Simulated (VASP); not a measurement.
Computed with PBEsol GGA, VASP's PBE PAW potentials (set 64) (plane waves; VASP).

VASP input:

### INCAR
```
ALGO  =  Normal
EDIFF  =  1E-7
ENCUT  =  520
GGA  =  PS
ISIF  =  2
ISMEAR  =  1
LASPH  =  .TRUE.
LCHARG  =  .FALSE.
LMAXMIX  =  6
LREAL  =  .FALSE.
LWAVE  =  .FALSE.
NELM  =  100
PREC  =  Accurate
SIGMA  =  0.1
SYSTEM  =  HfC
```

### KPOINTS
```
Automatic mesh
0
G
 14 14 14
0 0 0
```

### POSCAR
```
HfC
1
    0.0000000000     2.3257464945     2.3257464945
    2.3257464945     0.0000000000     2.3257464945
    2.3257464945     2.3257464945     0.0000000000
Hf C
1 1
Direct
  0.0000000000   0.0000000000   0.0000000000
  0.5000000000   0.5000000000   0.5000000000
```

POTCAR, in this order: Hf_pv C (PBE.64 set). Program: vasp_std.

Output of the run:

File OUTCAR:
```
 ion  position               nearest neighbor table
   1  0.000  0.000  0.000-   2 2.33   2 2.33   2 2.33   2 2.33   2 2.33   2 2.33
   2  0.500  0.500  0.500-   1 2.33   1 2.33   1 2.33   1 2.33   1 2.33   1 2.33
  LATTYP: Found a face centered cubic cell.
 ALAT       =     4.6514929890
 Subroutine PRICEL returns:
 Original cell was already a primitive cell.
 Subroutine GETGRP returns: Found 48 space group operations
The static configuration has the point symmetry O_h .
The dynamic configuration has the point symmetry O_h .
 Subroutine INISYM returns: Found 48 space group operations
 Subroutine IBZKPT returns following result:
 Found    104 irreducible k-points:

 Following reciprocal coordinates:
            Coordinates               Weight
  0.000000  0.000000  0.000000      1.000000
  0.071429  0.000000  0.000000      8.000000
  0.142857  0.000000  0.000000      8.000000
  0.214286  0.000000  0.000000      8.000000
  0.285714  0.000000  0.000000      8.000000
  0.357143  0.000000  0.000000      8.000000
  0.428571  0.000000  0.000000      8.000000
  0.500000  0.000000  0.000000      4.000000
  0.071429  0.071429  0.000000      6.000000
  0.142857  0.071429  0.000000     24.000000
  0.214286  0.071429  0.000000     24.000000
  0.285714  0.071429  0.000000     24.000000
  0.357143  0.071429  0.000000     24.000000
  0.428571  0.071429  0.000000     24.000000
  0.500000  0.071429  0.000000     24.000000
 -0.428571  0.071429  0.000000     24.000000
 -0.357143  0.071429  0.000000     24.000000
 -0.285714  0.071429  0.000000     24.000000
 -0.214286  0.071429  0.000000     24.000000
 -0.142857  0.071429  0.000000     24.000000
 -0.071429  0.071429  0.000000     12.000000
  0.142857  0.142857  0.000000      6.000000
  0.214286  0.142857  0.000000     24.000000
  0.285714  0.142857  0.000000     24.000000
  0.357143  0.142857  0.000000     24.000000
  0.428571  0.142857  0.000000     24.000000
  0.500000  0.142857  0.000000     24.000000
 -0.428571  0.142857  0.000000     24.000000
 -0.357143  0.142857  0.000000     24.000000
 -0.285714  0.142857  0.000000     24.000000
 -0.214286  0.142857  0.000000     24.000000
 -0.142857  0.142857  0.000000     12.000000
  0.214286  0.214286  0.000000      6.000000
  0.285714  0.214286  0.000000     24.000000
  0.357143  0.214286  0.000000     24.000000
  0.428571  0.214286  0.000000     24.000000
  0.500000  0.214286  0.000000     24.000000
 -0.428571  0.214286  0.000000     24.000000
 -0.357143  0.214286  0.000000     24.000000
 -0.285714  0.214286  0.000000     24.000000
   k-points           NKPTS =    104   k-points in BZ     NKDIM =    104   number of bands    NBANDS=     11
   number of dos      NEDOS =    301   number of ions     NIONS =      2
   total plane-waves  NPLWV =  13824
   dimension x,y,z NGX =    24 NGY =   24 NGZ =   24
   dimension x,y,z NGXF=    48 NGYF=   48 NGZF=   48
   ions per type =               1   1
   PREC   = accura    normal or accurate (medium, high low for compatibility)
   ISTART =      0    job   : 0-new  1-cont  2-samecut
   ICHARG =      2    charge: 1-file 2-atom 10-const
   ISPIN  =      1    spin polarized calculation?
   LNONCOLLINEAR =      F non collinear calculations
   LSORBIT =      F    spin-orbit coupling
   INIWAV =      1    electr: 0-lowe 1-rand  2-diag
   ENCUT  =  520.0 eV  38.22 Ry    6.18 a.u.   6.12  6.12  6.12*2*pi/ulx,y,z
   NELM   =    100;   NELMIN=  2; NELMDL= -5     # of ELM steps
   EDIFF  = 0.1E-06   stopping-criterion for ELM
   LREAL  =      F    real-space projection
   NLSPLINE    = F    spline interpolate recip. space projectors
   LMAXMIX     =    6 max onsite mixed and CHGCAR
...
```

### OSZICAR
```
       N       E                     dE             d eps       ncg     rms          rms(c)
DAV:   1     0.244004200648E+02    0.24400E+02   -0.78760E+03  2296   0.121E+03
DAV:   2    -0.232452736284E+02   -0.47646E+02   -0.45021E+02  2949   0.216E+02
DAV:   3    -0.250703079212E+02   -0.18250E+01   -0.17851E+01  2950   0.327E+01
DAV:   4    -0.250866062363E+02   -0.16298E-01   -0.16279E-01  2751   0.334E+00
DAV:   5    -0.250868210217E+02   -0.21479E-03   -0.21473E-03  2977   0.308E-01    0.581E+01
DAV:   6    -0.222779175244E+02    0.28089E+01   -0.18333E+01  2572   0.219E+01    0.409E+01
DAV:   7    -0.221959120783E+02    0.82005E-01   -0.64055E-01  2629   0.603E+00    0.238E+01
DAV:   8    -0.221839844893E+02    0.11928E-01   -0.57585E-02  2540   0.229E+00    0.502E+00
DAV:   9    -0.221784877540E+02    0.54967E-02   -0.26623E-02  2569   0.989E-01    0.190E+00
DAV:  10    -0.221781942711E+02    0.29348E-03   -0.10723E-03  2731   0.272E-01    0.313E-01
DAV:  11    -0.221781870721E+02    0.71991E-05   -0.14162E-04  2691   0.885E-02    0.378E-02
DAV:  12    -0.221781852899E+02    0.17822E-05   -0.52890E-06  2654   0.203E-02    0.526E-02
DAV:  13    -0.221781849208E+02    0.36916E-06   -0.30097E-07  2555   0.563E-03    0.175E-03
DAV:  14    -0.221781849173E+02    0.34963E-08   -0.30590E-09  1324   0.527E-04
   1 F= -.22178185E+02 E0= -.22178165E+02  d E =-.586354E-04
```

File OUTCAR:
```
------------------------ aborting loop because EDIFF is reached ----------------------------------------
  FORCE on cell =-STRESS in cart. coord.  units (eV):
  Direction    XX          YY          ZZ          XY          YZ          ZX
  --------------------------------------------------------------------------------------
  Total       -1.1387493     -1.1387493     -1.1387493     -0.0000000     -0.0000000     -0.0000000
  in kB      -72.5139533    -72.5139533    -72.5139533     -0.0000000     -0.0000000     -0.0000000
  external PRESSURE =     -72.5139533 kB  Pullay stress =       0.0000000 kB
  volume of cell :       25.16
      direct lattice vectors                 reciprocal lattice vectors
     0.000000000  2.325746495  2.325746495    -0.214984738  0.214984738  0.214984738
     2.325746495  0.000000000  2.325746495     0.214984738 -0.214984738  0.214984738
     2.325746495  2.325746495  0.000000000     0.214984738  0.214984738 -0.214984738
 POSITION                                       TOTAL-FORCE (eV/Angst)
 -----------------------------------------------------------------------------------
      0.00000      0.00000      0.00000         0.000000      0.000000      0.000000
      2.32575      2.32575      2.32575        -0.000000     -0.000000     -0.000000
 -----------------------------------------------------------------------------------
    total drift:                                0.000000     -0.000000     -0.000000
  FREE ENERGIE OF THE ION-ELECTRON SYSTEM (eV)
  ---------------------------------------------------
  free  energy   TOTEN  =       -22.1781849173 eV

  energy  without entropy=      -22.1781262818  energy(sigma->0) =      -22.17816537
```
(Selected blocks of OUTCAR.)

The compound is HfC in the rock salt structure. This cell is one point of a volume scan, at 1.03 of the reference volume.
